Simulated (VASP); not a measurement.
A run of VASP 6.6.1 is set up as follows.

Contents of POSCAR:

```
Na4TlP2
1.0
    5.0507411200     -0.0007598600     -0.0008658200
   -2.5260279900      4.3754727900      0.0000827500
   -0.0010272700     -2.9174104000      8.5582479000
Na Tl P
4 1 2
Direct
    0.2202860000      0.4501130000      0.6197330000
    0.7690030000      0.6296130000      0.4076300000
    0.3596470000      0.7991800000      0.2320080000
    0.5676590000      0.0955260000      0.7887420000
    0.9485850000      0.0044690000      0.9870570000
    0.1167770000      0.2444310000      0.2967320000
    0.8793840000      0.8160120000      0.7536010000
```

Contents of INCAR.step1:

```
SYSTEM = Na4TlP2
  ALGO = Normal
  EDIFF = 1E-4
  ENCUT = 520
  GGA = PE
  ISMEAR = 1
  LASPH = .TRUE.
  LCHARG = .FALSE.
  LREAL = .FALSE.
  LWAVE = .TRUE.
  NBANDS = 34
  NELM = 100
  PREC = Accurate
  SIGMA = 0.0384
```

Contents of INCAR.step2:

```
SYSTEM = Na4TlP2
  ALGO = Normal
  EDIFF = 1E-7
  ENCUT = 520
  ISIF = 2
  ISMEAR = 1
  ISTART = 1
  LASPH = .TRUE.
  LCHARG = .FALSE.
  LMIXTAU = .TRUE.
  LREAL = .FALSE.
  LWAVE = .FALSE.
  METAGGA = R2SCAN
  NBANDS = 34
  NELM = 100
  PREC = Accurate
  SIGMA = 0.0384
```

The input KPOINTS:

```
Automatic mesh
0
Gamma
  4 4 2
  0 0 0.5
```

Potentials or basis: VASP PAW PBE potentials, release 64 (Na_pv, Tl_d, P).

Command:

```bash
$ cat potpaw_PBE.64/Na_pv/POTCAR potpaw_PBE.64/Tl_d/POTCAR potpaw_PBE.64/P/POTCAR > POTCAR
$ cp INCAR.step1 INCAR
$ mpirun -np 1 vasp_std > vasp.out
$ cp INCAR.step2 INCAR
$ mpirun -np 1 vasp_std > vasp.out
```

Q: Predict the largest force.

A: 11.659 eV/Å.

Q: Estimate the pressure.

A: 5.8 GPa.

Forces in eV/Å, atoms in the order of the input:
```
Na   -0.177  -0.636  -0.039
Na    0.338   0.043  -0.211
Na    0.049   0.741  -0.151
Na   -1.226   1.186   0.123
Tl   -0.162   0.578  11.644
P    -0.367  -0.818  -0.859
P     1.545  -1.094 -10.507
```

Caveat: the k mesh is coarse (spacing up to 0.38 Å⁻¹), so the values aren't converged; the PAW data sets were made with another functional, which shifts forces and pressure a little. Spin-orbit coupling is left out, which matters for the levels of Tl.
